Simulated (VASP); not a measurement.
```
Cu2As
1.0
    3.73659     0.00000     0.00000
    0.00000     3.73659     0.00000
    0.00000     0.00000     5.82176
Cu As
4 2
Direct
  0.50000   0.50000   0.00000
  0.00000   0.00000   0.00000
  0.50000   0.00000   0.29996
  0.00000   0.50000   0.70004
  0.50000   0.00000   0.71301
  0.00000   0.50000   0.28699
```

The numbers are results of PBEsol GGA, VASP's PBE PAW potentials (set 64) (plane waves; VASP 6.6.1), not measurements. Numerical set-up: 300 eV cut-off, 7×7×5 Γ-centred mesh, Fermi-Dirac smearing of 0.10 eV, potentials Cu As.

Task: Predict the energy per atom (σ→0), largest force, band gap (on the k-mesh) with the smallest direct gap where there is one.

Result: 
| Quantity | Result |
|---|---|
| band gap (on the k-mesh) | none (metal, semimetal or under 0.01 eV) |
| energy per atom (σ→0) | -4.571 eV/atom |
| largest force | 0.222 eV/Å |

The absolute energy has meaning only against runs of the same code, potentials and settings.

The structure comes from a computed database's Cu2As entry (P4/nmm); how it stands against other phases isn't given here. The cell was not relaxed at this level.
